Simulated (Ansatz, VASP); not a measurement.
# MgO (Periclase): VASP beside Ansatz, part 3 of 3

Wanted: the spread between two codes on one cell, functional and k mesh. The cell is taken from a series of runs on this material, whose earlier steps may have relaxed, scaled, displaced or heated it; both programs get it as it stands.

VASP 6.6.1 and Ansatz 0.2.0.

So far: Set-up; VASP: zone-centre phonons, LDA, pair 1; Ansatz: zone-centre phonons, LDA, pair 1; Side by side; VASP: zone-centre phonons, LDA, pair 2; Ansatz: zone-centre phonons, LDA, pair 2.

## Step 8: VASP: zone-centre phonons, LDA, pair 3

Level of this step: LDA; plane waves and PAW (O, Mg) (VASP).

Second derivatives magnify differences that forces hide, and they need a tight electronic threshold. The cell compared in this pair holds 16.93 Å³, against 16.57 Å³ for the pair before.

Contents of INCAR:

```
SYSTEM = MgO
PREC = Accurate
ENCUT = 600
EDIFF = 1E-08
NELM = 120
ISMEAR = 0
SIGMA = 0.01
LREAL = .FALSE.
ALGO = Normal
GGA = CA
NBANDS = 10
LORBIT = 11
LWAVE = .FALSE.
LCHARG = .FALSE.
ISIF = 2
IBRION = 8
LEPSILON = .TRUE.
LASPH = .TRUE.
GGA_COMPAT = .FALSE.
EFERMI = MIDGAP
KPAR = 2
```

Contents of POSCAR:

```
MgO
1.0
    0.0000000000      2.0378555147      2.0378555147
    2.0378555147      0.0000000000      2.0378555147
    2.0378555147      2.0378555147      0.0000000000
O Mg
1 1
Direct
    0.5000000000      0.5000000000      0.5000000000
    0.0000000000      0.0000000000      0.0000000000
```

Contents of KPOINTS:

```
Automatic mesh
0
Gamma
12 12 12
0 0 0
```

PAW data sets: O and Mg (LDA family, release 64).

Run with:

```console
$ mpirun -np 2 vasp_std
```

Numbers of over 12 decimals in the logs are rounded to 6 here.

What it wrote:

```text
[... set-up lines as in an earlier step ...]
 entering main loop
       N       E                     dE             d eps       ncg     rms          rms(c)
DAV:   1     0.132843035386E+02    0.13284E+02   -0.51714E+03  1688   0.807E+02
DAV:   2    -0.145174923778E+02   -0.27802E+02   -0.27369E+02  1622   0.150E+02
DAV:   3    -0.150333678541E+02   -0.51588E+00   -0.51553E+00  1722   0.184E+01
DAV:   4    -0.150344474170E+02   -0.10796E-02   -0.10795E-02  1590   0.919E-01
[...]
DAV:  11    -0.134209359411E+02    0.10988E-05   -0.49690E-06  1560   0.137E-02    0.333E-03
DAV:  12    -0.134209359210E+02    0.20140E-07   -0.20985E-07  1586   0.319E-03    0.437E-04
DAV:  13    -0.134209359211E+02   -0.14421E-09   -0.56192E-09   840   0.612E-04
   1 F= -.13420936E+02 E0= -.13420936E+02  d E =0.000000E+00
 Linear response reoptimize wavefunctions to high precision
DAV:   1    -0.134209359222E+02   -0.10690E-08   -0.15680E-10   950   0.129E-04
DAV:   2    -0.134209359222E+02   -0.51159E-11   -0.74745E-12   800   0.273E-05
 Linear response G [H, r] |phi>, progress :
  Direction:   1
[...]
force on displaced ion       1 direction 1 :  -7.977   0.000   0.000
 Born effective charge ion    1 direction 1 :  -1.928   0.000   0.000
 Linear response progress:
  Degree of freedom:   2/  2
       N       E                     dE             d eps       ncg     rms          rms(c)
RMM:   1    -0.245638383546E-02   -0.24564E-02   -0.16605E-04  6905   0.545E-01
RMM:   2    -0.240059910584E-02    0.55785E-04   -0.15280E-04  4946   0.874E-02    0.394E-02
RMM:   3    -0.236985584128E-02    0.30743E-04   -0.19264E-05  5168   0.313E-02    0.199E-02
RMM:   4    -0.237018798998E-02   -0.33215E-06   -0.15891E-05  5190   0.279E-02    0.330E-03
RMM:   5    -0.237110863908E-02   -0.92065E-06   -0.12766E-07  5208   0.284E-03    0.286E-04
RMM:   6    -0.237117938716E-02   -0.70748E-07   -0.46154E-10  5239   0.181E-04    0.125E-04
RMM:   7    -0.237116729633E-02    0.12091E-07   -0.16439E-10  5302   0.111E-04    0.107E-05
RMM:   8    -0.237117930623E-02   -0.12010E-07    0.31630E-12  5410   0.103E-05    0.225E-06
RMM:   9    -0.237117886719E-02    0.43903E-09    0.49864E-12  4796   0.337E-06    0.314E-07
 first order change of Fermi-energy   0.70987E-04
 force on displaced ion       2 direction 1 :  -7.981   0.000   0.000
 Born effective charge ion    2 direction 1 :   1.928   0.000   0.000
 Born effective charges drift removed
 Linear response finished
```

Parts of OUTCAR (step 8):

```text
  Total        1.0457722      1.0457722      1.0457722     -0.0000000     -0.0000000     -0.0000000
  in kB       98.9914109     98.9914109     98.9914109     -0.0000000     -0.0000000     -0.0000000
  external PRESSURE =      98.9914109 kB  Pullay stress =       0.0000000 kB

 POSITION                                       TOTAL-FORCE (eV/Angst)
 -----------------------------------------------------------------------------------
      2.03786      2.03786      2.03786         0.000000     -0.000000      0.000000
      0.00000      0.00000      0.00000        -0.000000      0.000000     -0.000000
 -----------------------------------------------------------------------------------
    total drift:                               -0.000000     -0.000000      0.000000

 MACROSCOPIC STATIC DIELECTRIC TENSOR (including local field effects in DFT)
 ------------------------------------------------------
           3.040181    -0.000000     0.000000
           0.000000     3.040181     0.000000
          -0.000000     0.000000     3.040181
 ------------------------------------------------------

 MACROSCOPIC STATIC DIELECTRIC TENSOR IONIC CONTRIBUTION
 ------------------------------------------------------
           4.979134    -0.000000     0.000000
          -0.000000     4.979134    -0.000000
           0.000000    -0.000000     4.979134
 ------------------------------------------------------

[... 1 part as in an earlier step ...]

[... 1 further part left out ...]
```

## Step 9: Ansatz: zone-centre phonons, LDA, pair 3

The same cell, functional (in two slightly different forms) and mesh now go to Ansatz, which takes its cutoff from its data sets.

The cell is taken from a series of runs on this material, whose earlier steps may have relaxed, scaled, displaced or heated it; both programs get it as it stands.

Contents of input.yaml:

```yaml
crystal:
  lattice:
    - [0.0, 2.0378555147, 2.0378555147]
    - [2.0378555147, 0.0, 2.0378555147]
    - [2.0378555147, 2.0378555147, 0.0]
  atoms:
    - { symbol: O, position: [0.5, 0.5, 0.5] }
    - { symbol: Mg, position: [0.0, 0.0, 0.0] }
kpoints:
  mp_grid: { grid: [12, 12, 12] }
hamiltonian:
  xc: lda
  pseudopotentials: { kind: paw, azcp: { folder: soft_1 }, xc_functional: pbe }
scf:
  occupations: { method: fixed }
output:
  eigenvalues: true
phonons:
  method: dfpt
  dielectric: true
  rigid_motions: translations
```

Run with:

```console
$ ansatz run input.yaml --threads 4 --pin off --max-ram 10240MiB --backend cpu --events-out ev --progress --plain --runs-dir out
```

What it wrote:

```text
[...]
Crystal: 2 atoms, lattice volume = 16.926 Å³
Basis set: ecut = 420 eV, 331 PW (Γ), exchange–correlation on 40×40×40 points (8 copies of the dense FFT grid, shifted against one another)
Bands: 12, of which v1, the nominal top of the filled ones, is band 8 counted from 1 (7 counted from 0)
Symmetry: 48 space group operations
k-points: 163 of 1728 (irreducible under 8 space group operations, time reversal used)
[...]
optical modes at Γ + LO–TO along q̂ = [1.0000, 0.0000, 0.0000]:
      ω (cm⁻¹)  modes    IR ((D/Å)²/amu)
[...]
optical modes at Γ + LO–TO along q̂ = [0.0000, 1.0000, 0.0000]:
      ω (cm⁻¹)  modes    IR ((D/Å)²/amu)
        466.66      2            18.0458
        762.79      1             9.0229
  optical modes at Γ + LO–TO along q̂ = [0.0000, 0.0000, 1.0000]:
      ω (cm⁻¹)  modes    IR ((D/Å)²/amu)
        466.66      2            18.0458
        762.79      1             9.0229
[key lines of the parts left out:]
SCF converged after 8 iterations
Free energy (F): -2460.023709 eV
Fermi energy:    8.965996 eV
```

## Step 10: Comparison

What differs besides the data sets and the points named for the pairs above, as far as they apply: the data sets hold 16 valence electrons in Ansatz (on its PAW soft_1 files) and 8 in VASP. Total energies have different zeros and are not compared.

The two programs side by side:

```csv
quantity,Ansatz,VASP,difference
ε∞ xx,3.12,3.04,+2.72 %
ε∞ yy,3.12,3.04,+2.72 %
ε∞ zz,3.12,3.04,+2.72 %
Born charge of O1 (mean of the diagonal) (e),-1.94,-1.93,-0.01
Born charge of Mg2 (mean of the diagonal) (e),1.94,1.93,+0.01
optical mode 1 to 3 (cm⁻¹),466.7,474.2,-1.59 %
```

Modes are paired by rising frequency, not by their patterns, so a pair may set unlike modes beside each other; they are those without the splitting of longitudinal modes.

## Step 11: Results

| Property | Result |
| --- | --- |
| r.m.s. difference of the optical zone-centre modes, each program's sorted by frequency (zone-centre phonons, LDA, pair 1) | 8.6 cm⁻¹ |
| difference in ε∞ xx (zone-centre phonons, LDA, pair 1) | +2.9 % |
| r.m.s. difference of the optical zone-centre modes, each program's sorted by frequency (zone-centre phonons, LDA, pair 2) | 8.1 cm⁻¹ |
| difference in ε∞ xx (zone-centre phonons, LDA, pair 2) | +2.8 % |
| r.m.s. difference of the optical zone-centre modes, each program's sorted by frequency (zone-centre phonons, LDA, pair 3) | 7.5 cm⁻¹ |
| difference in ε∞ xx (zone-centre phonons, LDA, pair 3) | +2.7 % |

The r.m.s. difference of the optical zone-centre modes, each program's sorted by frequency is 8.6 cm⁻¹ (zone-centre phonons, LDA, pair 1). The data sets hold unlike numbers of valence electrons (16 in Ansatz and 8 in VASP), so part of the differences comes from the potentials. Among the rows given in per cent, the largest difference of the zone-centre phonons, LDA, pair 1 pair is in ε∞ xx, +2.9 %. Among the rows given in per cent, the largest difference of the zone-centre phonons, LDA, pair 2 pair is in ε∞ xx, +2.8 %. Among the rows given in per cent, the largest difference of the zone-centre phonons, LDA, pair 3 pair is in ε∞ xx, +2.7 %. 2 further runs of this series are not shown here. Such differences can come from data sets, numerical settings and the points named under the comparisons, not from the functional's error against experiment.

[Lines on the potential files, build, host, timing and source positions are cut from VASP's logs without a mark.]

[Logs are printed without paths, hosts, clocks, repeated set-up lines and the standing remarks that a program may print on its own settings, such as how far it seeks lower states.]

[Hosts, paths, dates, database ids (printed as entryN), source tags and the programs' standing remarks are cut or masked in the printed files.]
